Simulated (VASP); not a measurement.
Here is the system:

```
CELL_PARAMETERS angstrom
      0.00000     2.58907     2.58907
      2.58907     0.00000     2.58907
      2.58907     2.58907     0.00000
ATOMIC_POSITIONS crystal
  Mg 0.00000 0.00000 0.00000
  S  0.50000 0.50000 0.50000
```

Computed with PBEsol GGA, VASP's PBE PAW potentials (set 64) (plane waves; VASP). Settings: 530 eV cut-off, 8×8×8 Γ-centred mesh, Gaussian smearing of 0.050 eV, potentials Mg S.

### Question
Give the elastic stiffness tensor with the ions relaxed (GPa, in the frame of the cell).

### Answer

```csv
,xx,yy,zz,yz,xz,xy
xx,155,41.5,41.5,0.0,0.0,0.0
yy,41.5,155,41.5,0.0,0.0,0.0
zz,41.5,41.5,155,0.0,0.0,0.0
yz,0.0,0.0,0.0,54.4,0.0,0.0
xz,0.0,0.0,0.0,0.0,54.4,0.0
xy,0.0,0.0,0.0,0.0,0.0,54.4
```

### Question
What does the run give for the Hill bulk modulus, Hill shear modulus, Young's modulus, Poisson's ratio?

### Answer

```json
{
 "hill_bulk_modulus": "79.3 GPa",
 "hill_shear_modulus": "55.3 GPa",
 "Young's modulus": "135 GPa",
 "Poisson's ratio": "0.217"
}
```

The compound is MgS in the rock salt structure. It was relaxed first.
